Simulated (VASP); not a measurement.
Data:

```
CELL_PARAMETERS angstrom
      1.22705    -2.12531     0.00000
      1.22705     2.12531     0.00000
      0.00000     0.00000     3.95823
ATOMIC_POSITIONS crystal
  Co 0.33333 0.66667 0.25000
  Co 0.66667 0.33333 0.75000
```
Starting moments (μB, in the order of the record's atoms Co Co): 1.6 1.6.

These are PBEsol GGA, VASP's PBE PAW potentials (set 64) (plane waves; VASP 6.6.1) values and carry that method's errors. Numerical set-up: 480 eV cut-off, 16×16×8 Γ-centred mesh, first-order Methfessel-Paxton smearing of 0.10 eV, potentials Co.

**Question.** Predict the cell moment, energy per atom (σ→0), band gap (on the k-mesh) with the smallest direct gap where there is one.

**Answer.** 
```
Item                                                        Result
------------------------  ----------------------------------------
band gap (on the k-mesh)  none (metal, semimetal or under 0.01 eV)
cell moment                                                3.12 μB
energy per atom (σ→0)                               -7.738 eV/atom
```

**Question.** Give the moment on each site (PAW-sphere projection).

**Answer.** 
| site | moment (μB) |
|---|---|
| Co1 | 1.56 |
| Co2 | 1.56 |

Total energies compare only between runs with the same potentials, cut-off and functional.

The compound is Co in the hcp structure. It was relaxed first, which changed the volume by -7 %.
